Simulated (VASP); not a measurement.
Data:

```yaml
crystal:
  lattice:
    - [2.08910, -3.61843, 0.00000]
    - [2.08910, 3.61843, 0.00000]
    - [0.00000, 0.00000, 7.08066]
  atoms:
    - { symbol: Mg, position: [0.00000, 0.00000, 0.00000] }
    - { symbol: I, position: [0.33333, 0.66667, 0.23481] }
    - { symbol: I, position: [0.66667, 0.33333, 0.76519] }
```

Calculation: SCAN meta-GGA, VASP's PBE PAW potentials (set 64) (plane waves; VASP 6.6.1). Run with 520 eV cut-off, 7×7×4 Γ-centred mesh, tetrahedra with Blöchl corrections, potentials Mg I.

The path is coarsely sampled, so an indirect gap can come out somewhat too large. Unless said otherwise, spin-orbit coupling is left out, though it shifts the bands of the heavy elements here.

### Question
Tabulate the total density of states (states/eV per cell) against energy (eV; zero at the valence-band maximum or, without a gap, the Fermi level).

### Answer

```json
[
 {"E (eV)": "-9.95", "DOS (states/eV)": "0.00"},
 {"E (eV)": "-9.71", "DOS (states/eV)": "0.00"},
 {"E (eV)": "-9.47", "DOS (states/eV)": "0.00"},
 {"E (eV)": "-9.23", "DOS (states/eV)": "0.00"},
 {"E (eV)": "-9.11", "DOS (states/eV)": "0.00"},
 {"E (eV)": "-8.87", "DOS (states/eV)": "0.00"},
 {"E (eV)": "-8.63", "DOS (states/eV)": "0.00"},
 {"E (eV)": "-8.39", "DOS (states/eV)": "0.00"},
 {"E (eV)": "-8.15", "DOS (states/eV)": "0.00"},
 {"E (eV)": "-7.91", "DOS (states/eV)": "0.00"},
 {"E (eV)": "-7.79", "DOS (states/eV)": "0.00"},
 {"E (eV)": "-7.55", "DOS (states/eV)": "0.00"},
 {"E (eV)": "-7.31", "DOS (states/eV)": "0.00"},
 {"E (eV)": "-7.07", "DOS (states/eV)": "0.00"},
 {"E (eV)": "-6.83", "DOS (states/eV)": "0.00"},
 {"E (eV)": "-6.59", "DOS (states/eV)": "0.00"},
 {"E (eV)": "-6.35", "DOS (states/eV)": "0.00"},
 {"E (eV)": "-6.23", "DOS (states/eV)": "0.00"},
 {"E (eV)": "-5.99", "DOS (states/eV)": "0.00"},
 {"E (eV)": "-5.75", "DOS (states/eV)": "0.00"},
 {"E (eV)": "-5.51", "DOS (states/eV)": "0.00"},
 {"E (eV)": "-5.27", "DOS (states/eV)": "0.00"},
 {"E (eV)": "-5.03", "DOS (states/eV)": "0.00"},
 {"E (eV)": "-4.79", "DOS (states/eV)": "0.00"},
 {"E (eV)": "-4.67", "DOS (states/eV)": "0.00"},
 {"E (eV)": "-4.43", "DOS (states/eV)": "0.00"},
 {"E (eV)": "-4.19", "DOS (states/eV)": "0.00"},
 {"E (eV)": "-3.95", "DOS (states/eV)": "0.00"},
 {"E (eV)": "-3.71", "DOS (states/eV)": "0.00"},
 {"E (eV)": "-3.47", "DOS (states/eV)": "0.57"},
 {"E (eV)": "-3.35", "DOS (states/eV)": "2.45"},
 {"E (eV)": "-3.11", "DOS (states/eV)": "3.65"},
 {"E (eV)": "-2.87", "DOS (states/eV)": "3.14"},
 {"E (eV)": "-2.63", "DOS (states/eV)": "3.82"},
 {"E (eV)": "-2.39", "DOS (states/eV)": "1.24"},
 {"E (eV)": "-2.15", "DOS (states/eV)": "1.52"},
 {"E (eV)": "-1.91", "DOS (states/eV)": "1.75"},
 {"E (eV)": "-1.79", "DOS (states/eV)": "2.77"},
 {"E (eV)": "-1.55", "DOS (states/eV)": "4.12"},
 {"E (eV)": "-1.31", "DOS (states/eV)": "4.03"},
 {"E (eV)": "-1.07", "DOS (states/eV)": "2.99"},
 {"E (eV)": "-0.83", "DOS (states/eV)": "4.48"},
 {"E (eV)": "-0.59", "DOS (states/eV)": "6.65"},
 {"E (eV)": "-0.47", "DOS (states/eV)": "8.46"},
 {"E (eV)": "-0.23", "DOS (states/eV)": "3.02"},
 {"E (eV)": "0.01", "DOS (states/eV)": "0.43"},
 {"E (eV)": "0.25", "DOS (states/eV)": "0.00"},
 {"E (eV)": "0.49", "DOS (states/eV)": "0.00"},
 {"E (eV)": "0.73", "DOS (states/eV)": "0.00"},
 {"E (eV)": "0.97", "DOS (states/eV)": "0.00"},
 {"E (eV)": "1.09", "DOS (states/eV)": "0.00"},
 {"E (eV)": "1.33", "DOS (states/eV)": "0.00"},
 {"E (eV)": "1.57", "DOS (states/eV)": "0.00"},
 {"E (eV)": "1.81", "DOS (states/eV)": "0.00"},
 {"E (eV)": "2.05", "DOS (states/eV)": "0.00"},
 {"E (eV)": "2.29", "DOS (states/eV)": "0.00"},
 {"E (eV)": "2.41", "DOS (states/eV)": "0.00"},
 {"E (eV)": "2.65", "DOS (states/eV)": "0.00"},
 {"E (eV)": "2.89", "DOS (states/eV)": "0.00"},
 {"E (eV)": "3.13", "DOS (states/eV)": "0.00"},
 {"E (eV)": "3.37", "DOS (states/eV)": "0.00"},
 {"E (eV)": "3.61", "DOS (states/eV)": "0.00"},
 {"E (eV)": "3.85", "DOS (states/eV)": "0.00"},
 {"E (eV)": "3.97", "DOS (states/eV)": "0.00"},
 {"E (eV)": "4.21", "DOS (states/eV)": "0.02"},
 {"E (eV)": "4.45", "DOS (states/eV)": "0.90"},
 {"E (eV)": "4.69", "DOS (states/eV)": "1.66"},
 {"E (eV)": "4.93", "DOS (states/eV)": "2.61"},
 {"E (eV)": "5.17", "DOS (states/eV)": "1.94"},
 {"E (eV)": "5.41", "DOS (states/eV)": "1.44"},
 {"E (eV)": "5.53", "DOS (states/eV)": "0.27"},
 {"E (eV)": "5.77", "DOS (states/eV)": "0.19"},
 {"E (eV)": "6.01", "DOS (states/eV)": "1.20"},
 {"E (eV)": "6.25", "DOS (states/eV)": "2.71"},
 {"E (eV)": "6.49", "DOS (states/eV)": "2.89"},
 {"E (eV)": "6.73", "DOS (states/eV)": "2.02"},
 {"E (eV)": "6.85", "DOS (states/eV)": "2.58"},
 {"E (eV)": "7.09", "DOS (states/eV)": "5.60"},
 {"E (eV)": "7.33", "DOS (states/eV)": "1.58"},
 {"E (eV)": "7.57", "DOS (states/eV)": "5.63"}
]
```
Within 2 eV below the valence-band maximum the largest weight inside VASP's projection spheres is I p.

The compound is MgI2 in the 1T layered structure. It was relaxed first.
